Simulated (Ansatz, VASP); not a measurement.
# Si57O97 (amorphous SiO1.7): VASP beside Ansatz, part 2 of 2

Aim: how closely do two programs agree when they are given the same cell, functional and k mesh? Of the first pair: The structure shown is the start of the Ansatz relaxation below; VASP solves that cell, so the two are compared at the walk's first step.

VASP 6.6.1 and Ansatz 0.2.0.

So far. Step 3 (VASP: single point, PBE, start cell, pair 1): The run ends at a pressure of -4.16 GPa, with forces up to 0.59 eV/Å.

### 5. Ansatz: relaxation, PBE

Level of this step: Ansatz beside VASP: Kohn-Sham DFT, plane waves, PBE (Ansatz).

This run makes the geometry at which the two programs are then compared.

The structure compared here is the end of the Ansatz relaxation.

input.yaml

```yaml
crystal:
  lattice:
    - [13.26294, 0.08752, -0.03596]
    - [0.08752, 13.38623, 0.10192]
    - [-0.03596, 0.10192, 13.09455]
  atoms:
    - { symbol: Si, position: [0.1822, 0.22914, 0.9151] }
    - { symbol: Si, position: [0.88878, 0.22939, 0.75231] }
    - { symbol: Si, position: [0.75203, 0.01368, 0.1485] }
    - { symbol: Si, position: [0.93575, 0.59332, 0.52899] }
    - { symbol: Si, position: [0.54348, 0.16863, 0.62175] }
    - { symbol: Si, position: [0.02973, 0.16712, 0.09259] }
    - { symbol: Si, position: [0.21237, 0.53366, 0.16993] }
    - { symbol: Si, position: [0.31897, 0.08794, 0.07487] }
    - { symbol: Si, position: [0.74736, 0.90557, 0.35756] }
    - { symbol: Si, position: [0.32864, 0.41946, 0.86575] }
    - { symbol: Si, position: [0.74151, 0.07176, 0.52556] }
    - { symbol: Si, position: [0.0799, 0.60838, 0.34808] }
    - { symbol: Si, position: [0.48067, 0.37459, 0.28404] }
    - { symbol: Si, position: [0.56439, 0.40607, 0.82404] }
    - { symbol: Si, position: [0.64912, 0.32835, 0.128] }
    - { symbol: Si, position: [0.3643, 0.9063, 0.83876] }
    - { symbol: Si, position: [0.50046, 0.96884, 0.29458] }
    - { symbol: Si, position: [0.04804, 0.35483, 0.86909] }
    - { symbol: Si, position: [0.73749, 0.07806, 0.83737] }
    - { symbol: Si, position: [0.92933, 0.14755, 0.41811] }
    - { symbol: Si, position: [0.01873, 0.63724, 0.12626] }
    - { symbol: Si, position: [0.57838, 0.59918, 0.71871] }
    - { symbol: Si, position: [0.93999, 0.38068, 0.57362] }
    - { symbol: Si, position: [0.279, 0.9122, 0.07007] }
    - { symbol: Si, position: [0.08815, 0.13035, 0.70868] }
    - { symbol: Si, position: [0.52472, 0.06057, 0.86546] }
    - { symbol: Si, position: [0.39444, 0.40016, 0.6432] }
    - { symbol: Si, position: [0.22729, 0.53475, 0.49015] }
    - { symbol: Si, position: [0.84841, 0.21674, 0.21169] }
    - { symbol: Si, position: [0.40997, 0.6703, 0.561] }
[... 118 atom lines left out ...]
    - { symbol: O, position: [0.42398, 0.87624, 0.33258] }
    - { symbol: O, position: [0.38441, 0.68106, 0.30417] }
    - { symbol: O, position: [0.15917, 0.15021, 0.80982] }
    - { symbol: O, position: [0.86553, 0.85814, 0.38026] }
    - { symbol: O, position: [0.05668, 0.3395, 0.55193] }
    - { symbol: O, position: [0.77124, 0.803, 0.59397] }
kpoints:
  mp_grid: { grid: [1, 1, 1] }
hamiltonian:
  xc: pbe
  pseudopotentials: { kind: paw, azcp: { folder: soft_1 } }
scf:
  occupations: { method: gaussian, width: 0.025 }
output:
  forces: true
  eigenvalues: true
  stress: true
relax:
  f_tol: 0.05
  max_steps: 70
```

Run with:

```bash
ansatz run input.yaml --threads 4 --pin off --max-ram 15872MiB --backend cpu --events-out ev --progress --plain --runs-dir out
```

Numbers of over 12 decimals in the logs are rounded to 6 here.

Log:

```text
[...]
Crystal: 154 atoms, lattice volume = 2324.560 Å³
Basis set: ecut = 420 eV, 45439 PW (Γ), exchange–correlation on 180×180×180 points (8 copies of the dense FFT grid, shifted against one another)
Bands: 559, of which v1, the nominal top of the filled ones, is band 405 counted from 1 (404 counted from 0)
Symmetry: 1 space group operations
[...]
k-points: 1
[...]
- { symbol: O, position: [0.982522, 0.567181, 0.418418] }
    - { symbol: O, position: [0.490838, 0.739650, 0.492490] }
    - { symbol: O, position: [0.076391, 0.430472, 0.763756] }
    - { symbol: O, position: [0.264762, 0.144537, 0.976102] }
    - { symbol: O, position: [0.603034, 0.295329, 0.827124] }
    - { symbol: O, position: [0.870017, 0.385026, 0.470239] }
    - { symbol: O, position: [0.403212, 0.675955, 0.957656] }
[...]
- { symbol: O, position: [0.157862, 0.151938, 0.807818] }
    - { symbol: O, position: [0.867247, 0.860695, 0.378735] }
    - { symbol: O, position: [0.055810, 0.338132, 0.551842] }
    - { symbol: O, position: [0.773619, 0.799734, 0.597696] }
```

### 6. VASP: single point, PBE, relaxed cell, pair 2

The same cell, functional, mesh and smearing now go to VASP, with its own data sets.

INCAR

```
SYSTEM = Si57O97
PREC = Accurate
ENCUT = 600
EDIFF = 1E-06
NELM = 120
ISMEAR = 0
SIGMA = 0.025
LREAL = Auto
ALGO = Normal
GGA = PE
NBANDS = 512
LORBIT = 11
LWAVE = .FALSE.
LCHARG = .FALSE.
ISIF = 2
LASPH = .TRUE.
GGA_COMPAT = .FALSE.
EFERMI = MIDGAP
```

POSCAR

```
Si57O97
1.0
   13.2629400000      0.0875200000     -0.0359600000
    0.0875200000     13.3862300000      0.1019200000
   -0.0359600000      0.1019200000     13.0945500000
Si O
57 97
Direct
    0.1802400000      0.2292100000      0.9140400000
    0.8902100000      0.2311600000      0.7527700000
    0.7497300000      0.0133000000      0.1501000000
    0.9364300000      0.5934300000      0.5309300000
    0.5457900000      0.1715000000      0.6191200000
    0.0285800000      0.1645100000      0.0933000000
    0.2140000000      0.5332700000      0.1726200000
    0.3171500000      0.0876000000      0.0732800000
    0.7485800000      0.9050300000      0.3582800000
    0.3270500000      0.4184200000      0.8650000000
    0.7430500000      0.0683100000      0.5264600000
    0.0806900000      0.6063700000      0.3497000000
    0.4828000000      0.3798700000      0.2833600000
    0.5603100000      0.4072200000      0.8228300000
    0.6496700000      0.3295600000      0.1267000000
    0.3632400000      0.9053200000      0.8391500000
    0.5038200000      0.9654200000      0.2884800000
    0.0488000000      0.3564100000      0.8678000000
    0.7367700000      0.0836800000      0.8395700000
    0.9282400000      0.1466800000      0.4170300000
    0.0216600000      0.6358700000      0.1288200000
    0.5750300000      0.6002400000      0.7181900000
    0.9402500000      0.3799900000      0.5734700000
    0.2765400000      0.9128500000      0.0695200000
    0.0870000000      0.1305600000      0.7079200000
    0.5245100000      0.0614300000      0.8638600000
    0.3934400000      0.4022700000      0.6408200000
    0.2289500000      0.5341800000      0.4914900000
    0.8457700000      0.2158500000      0.2114700000
    0.4099900000      0.6726000000      0.5598700000
[... 118 atom lines left out ...]
    0.4263000000      0.8764900000      0.3287900000
    0.3848000000      0.6839400000      0.3038700000
    0.1578600000      0.1519400000      0.8078200000
    0.8672500000      0.8606900000      0.3787300000
    0.0558100000      0.3381300000      0.5518400000
    0.7736200000      0.7997300000      0.5977000000
```

KPOINTS

```
Automatic mesh
0
Gamma
1 1 1
0 0 0
```

PAW data sets: Si and O (PBE family, release 64).

Run with:

```bash
export OMP_NUM_THREADS=3
mpirun -np 1 vasp_gam
```

Log:

```text
[... set-up lines as in an earlier step ...]
 entering main loop
       N       E                     dE             d eps       ncg     rms          rms(c)
DAV:   1     0.790456666989E+04    0.79046E+04   -0.50133E+05  1040   0.171E+03
DAV:   2    -0.524114485603E+03   -0.84287E+04   -0.81383E+04  1280   0.382E+02
DAV:   3    -0.129251799409E+04   -0.76840E+03   -0.76237E+03  1192   0.122E+02
DAV:   4    -0.131089200955E+04   -0.18374E+02   -0.18274E+02  1216   0.201E+01
[...]
DAV:  17    -0.115672694806E+04    0.14531E-04   -0.15756E-04  1344   0.338E-02    0.161E-02
DAV:  18    -0.115672694773E+04    0.32600E-06   -0.67629E-05  1208   0.157E-02    0.130E-02
DAV:  19    -0.115672694685E+04    0.88555E-06   -0.68923E-06  1168   0.615E-03
   1 F= -.11567269E+04 E0= -.11567269E+04  d E =-.546380E-10
```

From OUTCAR (step 6):

```text
  Total      -27.4399410    -22.5942930    -25.8289178      0.3316354      1.5917498      0.6938873
  in kB      -18.9126733    -15.5728645    -17.8022935      0.2285760      1.0970958      0.4782541
  external PRESSURE =     -17.4292771 kB  Pullay stress =       0.0000000 kB

  FREE ENERGIE OF THE ION-ELECTRON SYSTEM (eV)
  ---------------------------------------------------
  free  energy   TOTEN  =     -1156.7269468484 eV

  energy  without entropy=    -1156.7269468483  energy(sigma->0) =    -1156.72694685

[... 1 part as in an earlier step ...]

[... 2 further parts left out ...]
[key lines of the parts left out:]
E-fermi :   3.9405
```

The run ends at a pressure of -1.74 GPa, with forces up to 0.087 eV/Å.

### 7. Differences

What differs besides the data sets and the points named for the pairs above, as far as they apply: the cutoff is 420 eV in Ansatz and 600 eV in VASP (PREC = Accurate, projectors in real space). Total energies have different zeros and are not compared.

Compared:

```csv
quantity,Ansatz,VASP,difference
pressure (GPa),-1.61,-1.74,+0.13
gap on the k mesh (eV),0.226,0.224,+0.002
```

Forces on 8 of the 154 atoms, those with the largest forces and the largest differences (eV/Å; atoms numbered as in POSCAR):

```csv
atom,"Ansatz x, y, z","VASP x, y, z"
Si16,"0.016, -0.013, 0.027","-0.056, -0.017, -0.004"
Si25,"0.001, 0.010, -0.008","0.053, -0.025, -0.064"
Si26,"-0.021, 0.002, 0.033","-0.058, 0.042, 0.021"
Si40,"-0.005, 0.003, 0.022","0.033, 0.037, 0.057"
Si42,"0.010, -0.002, -0.019","0.005, -0.014, 0.068"
Si44,"-0.009, -0.009, 0.004","-0.009, -0.027, 0.076"
O74,"-0.004, 0.023, 0.042","-0.014, 0.044, 0.065"
O126,"-0.014, -0.034, -0.006","-0.069, -0.042, 0.017"
```

The forces differ by 20 meV/Å r.m.s., which is 94.8 % of the r.m.s. force of 0.021 eV/Å (both taken over all components). A gap on the mesh is an upper bound, since the band edges may lie between its points.

### 8. Outcome

```yaml
r_m_s_force_difference_single_point_pbe_start_cell_pair_1: 20 meV/Å
r_m_s_force_difference_single_point_pbe_relaxed_cell_pair_2: 20 meV/Å
```

The r.m.s. force difference is 20 meV/Å (single point, PBE, relaxed cell, pair 2), beyond the 12 meV/Å picked in this series as the mark of a large difference. What causes the difference of the single point, PBE, start cell, pair 1 pair stays open here. What causes the difference of the single point, PBE, relaxed cell, pair 2 pair stays open here. Such differences can come from data sets, numerical settings and the points named under the comparisons, not from the functional's error against experiment.

[Lines on the potential files, build, host, timing and source positions are cut from VASP's logs without a mark.]

[Logs are printed without paths, hosts, clocks, repeated set-up lines and the standing remarks that a program may print on its own settings, such as how far it seeks lower states.]

[Hosts, paths, dates, database ids (printed as entryN), source tags and the programs' standing remarks are cut or masked in the printed files.]
